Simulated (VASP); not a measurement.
Output of a VASP run:

OSZICAR:
```
       N       E                     dE             d eps       ncg     rms          rms(c)
DAV:   1     0.250892891967E+03    0.25089E+03   -0.15933E+04 18192   0.144E+03
DAV:   2    -0.754439549009E+01   -0.25844E+03   -0.25315E+03 19210   0.446E+02
DAV:   3    -0.130113372854E+02   -0.54669E+01   -0.53269E+01 18864   0.699E+01
DAV:   4    -0.130681065734E+02   -0.56769E-01   -0.56677E-01 22742   0.633E+00
DAV:   5    -0.130690275963E+02   -0.92102E-03   -0.92097E-03 19720   0.673E-01    0.176E+01
DAV:   6    -0.119847412448E+02    0.10843E+01   -0.28476E+00 18224   0.176E+01    0.504E+00
DAV:   7    -0.119032235695E+02    0.81518E-01   -0.23437E-01 18570   0.456E+00    0.123E+00
DAV:   8    -0.118947212046E+02    0.85024E-02   -0.94030E-03 18234   0.120E+00    0.645E-02
DAV:   9    -0.118947885451E+02   -0.67341E-04   -0.18809E-04 24966   0.127E-01    0.333E-02
DAV:  10    -0.118948052816E+02   -0.16736E-04   -0.12296E-05 18730   0.397E-02    0.232E-03
DAV:  11    -0.118948054597E+02   -0.17804E-06   -0.38618E-07 10054   0.687E-03
   1 F= -.11894805E+02 E0= -.11894216E+02  d E =-.176930E-02
```

OUTCAR:
```
------------------------ aborting loop because EDIFF is reached ----------------------------------------
  FORCE on cell =-STRESS in cart. coord.  units (eV):
  Direction    XX          YY          ZZ          XY          YZ          ZX
  --------------------------------------------------------------------------------------
  Total        2.0132215      3.3705043     -0.8562707     -0.2622723      0.0000000      0.0000000
  in kB      120.1500759    201.1533973    -51.1026661    -15.6525427      0.0000000      0.0000000
  external PRESSURE =      90.0669357 kB  Pullay stress =       0.0000000 kB
  volume of cell :       26.85
      direct lattice vectors                 reciprocal lattice vectors
     1.342303000 -2.279246000  0.000000000     0.372494139 -0.219370792  0.000000000
     1.342303000  2.279246000  0.000000000     0.372494139  0.219370792  0.000000000
     0.000000000  0.000000000  4.387391000     0.000000000  0.000000000  0.227925890
 POSITION                                       TOTAL-FORCE (eV/Angst)
 -----------------------------------------------------------------------------------
      1.34230      0.75975      1.09685         0.369868      0.077397      0.000000
      1.40768     -0.75975      3.29054        -0.369868     -0.077397      0.000000
 -----------------------------------------------------------------------------------
    total drift:                               -0.000041     -0.000000     -0.000000
  FREE ENERGIE OF THE ION-ELECTRON SYSTEM (eV)
  ---------------------------------------------------
  free  energy   TOTEN  =       -11.8948054597 eV

  energy  without entropy=      -11.8930361610  energy(sigma->0) =      -11.89421569
```
(Selected blocks of OUTCAR.)

### POSCAR
```
Ru
1
    1.3423030000    -2.2792460000     0.0000000000
    1.3423030000     2.2792460000     0.0000000000
    0.0000000000     0.0000000000     4.3873910000
Ru
2
Direct
  0.3333330000   0.6666670000   0.2500000000
  0.6910190000   0.3576850000   0.7500000000
```

Write an INCAR and KPOINTS that could have produced this output.

One answer among several that fit: the input of the run itself, optB88-vdW, plane waves, VASP's PBE PAW potentials (set 64).

KPOINTS:
```
Automatic mesh
0
Gamma
14 14 8
0 0 0
```

**INCAR**
```
SYSTEM = Ru
PREC = Accurate
ENCUT = 400
EDIFF = 1E-6
NELM = 100
ALGO = Normal
LREAL = .FALSE.
LASPH = .TRUE.
ISMEAR = 1
SIGMA = 0.1
GGA = BO
LMAXMIX = 4
LWAVE = .FALSE.
LCHARG = .FALSE.
ISIF = 2
PARAM1 = 0.1833333333
PARAM2 = 0.22
LUSE_VDW = .TRUE.
AGGAC = 0.0
```

POTCAR, in this order: Ru_pv (PBE.64 set). Program: vasp_std.

The compound is Ru in the hcp structure. The cell was not relaxed at this level, atoms are displaced from their ideal sites. The run is one of a series of settings (AGGAC = 0.0, GGA = BO, LUSE_VDW = .TRUE., PARAM1 = 0.1833333333, PARAM2 = 0.22 against the base run), some of them coarse on purpose.
